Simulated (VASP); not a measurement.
```yaml
crystal:
  lattice:
    - [0.00000, 3.05814, 3.05814]
    - [3.05814, 0.00000, 3.05814]
    - [3.05814, 3.05814, 0.00000]
  atoms:
    - { symbol: Ga, position: [0.00000, 0.00000, 0.00000] }
    - { symbol: Sb, position: [0.25000, 0.25000, 0.25000] }
```

All values below come from PBEsol GGA, VASP's PBE PAW potentials (set 64) (plane waves; VASP). Settings: 500 eV cut-off, 10×10×10 Γ-centred mesh, first-order Methfessel-Paxton smearing of 0.10 eV, potentials Ga_d Sb.

Unless said otherwise, spin-orbit coupling is left out, though it shifts the bands of the heavy elements here.

### Question
Predict the energy per atom (σ→0), band gap (on the k-mesh) with the smallest direct gap where there is one.

### Answer

```yaml
band gap (on the k-mesh): none (metal, semimetal or under 0.01 eV)
energy per atom (σ→0): -4.077 eV/atom
```

Only differences to runs with the same potentials and settings are physical.

The compound is GaSb in the zinc blende structure. It was relaxed first.
